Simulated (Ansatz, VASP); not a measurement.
One calculation of HfTa, two programs

```
CELL_PARAMETERS angstrom
1.71275 -2.39960 0.00000
1.71275 2.39960 0.00000
0.00000 0.00000 4.84755
ATOMIC_POSITIONS crystal
Ta 0.50000 0.50000 0.50000
Hf 0.00000 0.00000 0.00000
```

The cell comes from a database or a generator and needn't be the stable form of this composition.

Alike in both runs: functional LDA; k mesh 6 × 6 × 3; occupations fermi-dirac, width 0.05 eV; no spin polarisation.

|  | VASP | Ansatz |
| --- | --- | --- |
| version | VASP 6.6.1 | Ansatz 0.2.0 |
| potentials or method | VASP PAW LDA potentials, release 64 (Ta_pv, Hf_pv) | Ansatz PAW |
| plane-wave cutoff (eV) | 520 | 420 |
| valence electrons in the cell | 21 | 39 |
| task | single point | band structure |

Ansatz gave:

| Quantity | Value |
| --- | --- |
| gap on the k mesh at the Fermi level (eV) | none |
| pressure (GPa) | -9.7 |
| largest component of the traceless stress (GPa) | 2.30 |

What did VASP give for the same quantities?

gap on the k mesh at the Fermi level (eV): none; pressure (GPa): -9.5; largest component of the traceless stress (GPa): 2.31.

A gap of «none» marks a metal or a gap that the smearing closes. The two sets of potentials don't hold the same shells in valence.

Caveats: the k mesh is coarse (spacing up to 0.43 Å⁻¹), so the values aren't converged; spin-orbit coupling is left out, which moves the levels of the heavy elements (Ansatz); the PAW data sets come from PBE, with cores solved anew for the run's functional, which leaves a small shift of forces and pressure (Ansatz). The runs have no spin-orbit coupling, so splittings on Hf, Ta are missing.
